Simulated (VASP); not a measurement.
Wanted: an ASE script for a VASP 6.6.1 run.

```yaml
Task: single point
Functional: r2SCAN
Dispersion: rVV10
Potentials_or_basis: VASP PAW PBE potentials, release 64 (Si, Be_sv)
Cutoff: 520 eV
k_mesh: 9 × 9 × 9
Occupations: gaussian, width 0.1 eV
Spin: no spin polarisation
Further_INCAR_settings: ALGO = Normal; EDIFF = 1.00e-07; NBANDS = 13; ISYM = 1
```

The structure of Be2Si lies in Be2Si.cif:

```cif
data_Be2Si
_cell_length_a 5.28000000
_cell_length_b 5.28000000
_cell_length_c 5.28000000
_cell_angle_alpha 90.00000000
_cell_angle_beta 90.00000000
_cell_angle_gamma 90.00000000
_space_group_name_H-M_alt 'Fm-3m'
_space_group_name_Hall '-F 4 2 3'
_space_group_IT_number 225
loop_
_space_group_symop_operation_xyz
'x,y,z'
'-x,-y,-z'
'-y,x,z'
'y,-x,-z'
'-x,-y,z'
'x,y,-z'
'y,-x,z'
'-y,x,-z'
'x,-y,-z'
'-x,y,z'
'-y,-x,-z'
'y,x,z'
'-x,y,-z'
'x,-y,z'
'y,x,-z'
'-y,-x,z'
'z,x,y'
'-z,-x,-y'
'z,-y,x'
'-z,y,-x'
'z,-x,-y'
'-z,x,y'
'z,y,-x'
'-z,-y,x'
'-z,x,-y'
'z,-x,y'
'-z,-y,-x'
'z,y,x'
'-z,-x,y'
'z,x,-y'
'-z,y,x'
'z,-y,-x'
'y,z,x'
'-y,-z,-x'
'x,z,-y'
'-x,-z,y'
'-y,z,-x'
'y,-z,x'
'-x,z,y'
'x,-z,-y'
'-y,-z,x'
'y,z,-x'
'-x,-z,-y'
'x,z,y'
'y,-z,-x'
'-y,z,x'
'x,-z,y'
'-x,z,-y'
'x,y+1/2,z+1/2'
'-x,-y+1/2,-z+1/2'
'-y,x+1/2,z+1/2'
'y,-x+1/2,-z+1/2'
'-x,-y+1/2,z+1/2'
'x,y+1/2,-z+1/2'
'y,-x+1/2,z+1/2'
'-y,x+1/2,-z+1/2'
'x,-y+1/2,-z+1/2'
'-x,y+1/2,z+1/2'
'-y,-x+1/2,-z+1/2'
'y,x+1/2,z+1/2'
'-x,y+1/2,-z+1/2'
'x,-y+1/2,z+1/2'
'y,x+1/2,-z+1/2'
'-y,-x+1/2,z+1/2'
'z,x+1/2,y+1/2'
'-z,-x+1/2,-y+1/2'
'z,-y+1/2,x+1/2'
'-z,y+1/2,-x+1/2'
'z,-x+1/2,-y+1/2'
'-z,x+1/2,y+1/2'
'z,y+1/2,-x+1/2'
'-z,-y+1/2,x+1/2'
'-z,x+1/2,-y+1/2'
'z,-x+1/2,y+1/2'
'-z,-y+1/2,-x+1/2'
'z,y+1/2,x+1/2'
'-z,-x+1/2,y+1/2'
'z,x+1/2,-y+1/2'
'-z,y+1/2,x+1/2'
'z,-y+1/2,-x+1/2'
'y,z+1/2,x+1/2'
'-y,-z+1/2,-x+1/2'
'x,z+1/2,-y+1/2'
'-x,-z+1/2,y+1/2'
'-y,z+1/2,-x+1/2'
'y,-z+1/2,x+1/2'
'-x,z+1/2,y+1/2'
'x,-z+1/2,-y+1/2'
'-y,-z+1/2,x+1/2'
'y,z+1/2,-x+1/2'
'-x,-z+1/2,-y+1/2'
'x,z+1/2,y+1/2'
'y,-z+1/2,-x+1/2'
'-y,z+1/2,x+1/2'
'x,-z+1/2,y+1/2'
'-x,z+1/2,-y+1/2'
'x+1/2,y,z+1/2'
'-x+1/2,-y,-z+1/2'
'-y+1/2,x,z+1/2'
'y+1/2,-x,-z+1/2'
'-x+1/2,-y,z+1/2'
'x+1/2,y,-z+1/2'
'y+1/2,-x,z+1/2'
'-y+1/2,x,-z+1/2'
'x+1/2,-y,-z+1/2'
'-x+1/2,y,z+1/2'
'-y+1/2,-x,-z+1/2'
'y+1/2,x,z+1/2'
'-x+1/2,y,-z+1/2'
'x+1/2,-y,z+1/2'
'y+1/2,x,-z+1/2'
'-y+1/2,-x,z+1/2'
'z+1/2,x,y+1/2'
'-z+1/2,-x,-y+1/2'
'z+1/2,-y,x+1/2'
'-z+1/2,y,-x+1/2'
'z+1/2,-x,-y+1/2'
'-z+1/2,x,y+1/2'
'z+1/2,y,-x+1/2'
'-z+1/2,-y,x+1/2'
'-z+1/2,x,-y+1/2'
'z+1/2,-x,y+1/2'
'-z+1/2,-y,-x+1/2'
'z+1/2,y,x+1/2'
'-z+1/2,-x,y+1/2'
'z+1/2,x,-y+1/2'
'-z+1/2,y,x+1/2'
'z+1/2,-y,-x+1/2'
'y+1/2,z,x+1/2'
'-y+1/2,-z,-x+1/2'
'x+1/2,z,-y+1/2'
'-x+1/2,-z,y+1/2'
'-y+1/2,z,-x+1/2'
'y+1/2,-z,x+1/2'
'-x+1/2,z,y+1/2'
'x+1/2,-z,-y+1/2'
'-y+1/2,-z,x+1/2'
'y+1/2,z,-x+1/2'
'-x+1/2,-z,-y+1/2'
'x+1/2,z,y+1/2'
'y+1/2,-z,-x+1/2'
'-y+1/2,z,x+1/2'
'x+1/2,-z,y+1/2'
'-x+1/2,z,-y+1/2'
'x+1/2,y+1/2,z'
'-x+1/2,-y+1/2,-z'
'-y+1/2,x+1/2,z'
'y+1/2,-x+1/2,-z'
'-x+1/2,-y+1/2,z'
'x+1/2,y+1/2,-z'
'y+1/2,-x+1/2,z'
'-y+1/2,x+1/2,-z'
'x+1/2,-y+1/2,-z'
'-x+1/2,y+1/2,z'
'-y+1/2,-x+1/2,-z'
'y+1/2,x+1/2,z'
'-x+1/2,y+1/2,-z'
'x+1/2,-y+1/2,z'
'y+1/2,x+1/2,-z'
'-y+1/2,-x+1/2,z'
'z+1/2,x+1/2,y'
'-z+1/2,-x+1/2,-y'
'z+1/2,-y+1/2,x'
'-z+1/2,y+1/2,-x'
'z+1/2,-x+1/2,-y'
'-z+1/2,x+1/2,y'
'z+1/2,y+1/2,-x'
'-z+1/2,-y+1/2,x'
'-z+1/2,x+1/2,-y'
'z+1/2,-x+1/2,y'
'-z+1/2,-y+1/2,-x'
'z+1/2,y+1/2,x'
'-z+1/2,-x+1/2,y'
'z+1/2,x+1/2,-y'
'-z+1/2,y+1/2,x'
'z+1/2,-y+1/2,-x'
'y+1/2,z+1/2,x'
'-y+1/2,-z+1/2,-x'
'x+1/2,z+1/2,-y'
'-x+1/2,-z+1/2,y'
'-y+1/2,z+1/2,-x'
'y+1/2,-z+1/2,x'
'-x+1/2,z+1/2,y'
'x+1/2,-z+1/2,-y'
'-y+1/2,-z+1/2,x'
'y+1/2,z+1/2,-x'
'-x+1/2,-z+1/2,-y'
'x+1/2,z+1/2,y'
'y+1/2,-z+1/2,-x'
'-y+1/2,z+1/2,x'
'x+1/2,-z+1/2,y'
'-x+1/2,z+1/2,-y'
loop_
_atom_site_label
_atom_site_type_symbol
_atom_site_symmetry_multiplicity
_atom_site_Wyckoff_symbol
_atom_site_fract_x
_atom_site_fract_y
_atom_site_fract_z
_atom_site_occupancy
Si1 Si 4 a 0.0000000000 0.0000000000 0.0000000000 1
Be1 Be 8 c 0.2500000000 0.7500000000 0.7500000000 1
```

The cell comes from a database or a generator and needn't be the stable form of this composition.

One way to write it, as run:

run.py

```python
from ase.calculators.vasp import Vasp
from ase.dft.bandgap import bandgap
from ase.io import read

atoms = read('Be2Si.cif', primitive_cell=True, subtrans_included=False)
calc = Vasp(
    directory='calc',
    xc='r2scan+rvv10',
    pp='PBE',
    setups='materialsproject',
    prec='Accurate',
    encut=520,
    ediff=1e-07,
    ismear=0,
    sigma=0.1,
    lreal=False,
    lasph=True,
    nelm=100,
    algo='Normal',
    isif=2,
    lwave=False,
    lcharg=False,
    lmixtau=True,
    isym=1,
    kpts=[9, 9, 9],
    gamma=True,
    nbands=13,
)
atoms.calc = calc

print('energy (eV):', atoms.get_potential_energy())
print('free energy (eV):', atoms.get_potential_energy(force_consistent=True))
print('forces (eV/A):')
print(atoms.get_forces())
print('stress (eV/A^3, Voigt):', atoms.get_stress())
print('Fermi level (eV):', calc.get_fermi_level())
gap, top, bottom = bandgap(calc)
print('band gap (eV):', gap, 'from (spin, k, band)', top, 'to', bottom)
```

Potentials or basis: VASP PAW PBE potentials, release 64 (Si, Be_sv).

Command:

```sh
$ python run.py
```

It gave:

```
Pressure               : 0.1 GPa
Band gap on the k mesh : none (metal or under the smearing width)
```

Caveat: the PAW data sets were made with another functional, which shifts forces and pressure a little.

Wall time 74 s on 1 thread of Intel(R) Xeon(R) 6975P-C (Granite Rapids) (shared host), peak memory 0.26 GiB.
